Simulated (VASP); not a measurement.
An input for Quantum ESPRESSO's pw.x (written as the equivalent of a VASP run, and not itself run):

```
&CONTROL
  calculation = 'vc-relax'
  pseudo_dir = './pseudo'
  outdir = './out'
  tprnfor = .true.
  tstress = .true.
  nstep = 40
  forc_conv_thr = 0.00078
/
&SYSTEM
  ibrav = 0
  nat = 4
  ntyp = 2
  ecutwfc = 84
  occupations = 'smearing'
  smearing = 'gaussian'
  degauss = 0.003675
  input_dft = 'pbe'
/
&ELECTRONS
  conv_thr = 7.3e-08
  electron_maxstep = 100
/
&IONS
/
&CELL
  press = 50
/
ATOMIC_SPECIES
  B 10.810 B.upf
  N 14.007 N.upf
CELL_PARAMETERS angstrom
     1.2507604   -2.1663810    0.0000000
     1.2507604    2.1663810   -0.0000000
    -0.0000000    0.0000000    6.3190954
ATOMIC_POSITIONS crystal
  B    0.3333330  0.6666670  0.2500000
  B    0.6666670  0.3333330  0.7500000
  N    0.6666670  0.3333330  0.2500000
  N    0.3333330  0.6666670  0.7500000
K_POINTS automatic
  10 10 4 0 0 0
```

Task: Write the VASP files for the same calculation (PBE).

Result: One answer among several that fit: 
INCAR:
```
ALGO = Normal
EDIFF = 1E-6
EDIFFG = -0.02
ENCUT = 620
GGA = PE
IBRION = 2
ISIF = 3
ISMEAR = 0
LASPH = .TRUE.
LCHARG = .FALSE.
LREAL = .FALSE.
LWAVE = .FALSE.
NELM = 100
NSW = 40
PREC = Accurate
PSTRESS = 50
SIGMA = 0.05
SYSTEM = BN
```

### POSCAR
```
BN
1
    1.2507603709    -2.1663810453     0.0000000000
    1.2507603709     2.1663810453    -0.0000000000
   -0.0000000000     0.0000000000     6.3190953707
B N
2 2
Direct
  0.3333330000   0.6666670000   0.2500000000
  0.6666670000   0.3333330000   0.7500000000
  0.6666670000   0.3333330000   0.2500000000
  0.3333330000   0.6666670000   0.7500000000
```

### KPOINTS
```
Regular mesh
0
Gamma
  10 10 4
0 0 0
```

POTCAR, in this order: B N (PBE.64 set). Program: vasp_std.

What does not carry over: the potentials are each code's own (VASP's PAW set, PseudoDojo norm-conserving files in pw.x), so ENCUT and ecutwfc are chosen apart and not converted; conv_thr bounds pw.x's estimated SCF error, while EDIFF bounds the energy change between steps; forc_conv_thr acts on force components and is met together with etot_conv_thr.

The compound is BN in the hex structure. It was relaxed first under an external pressure of 5 GPa.
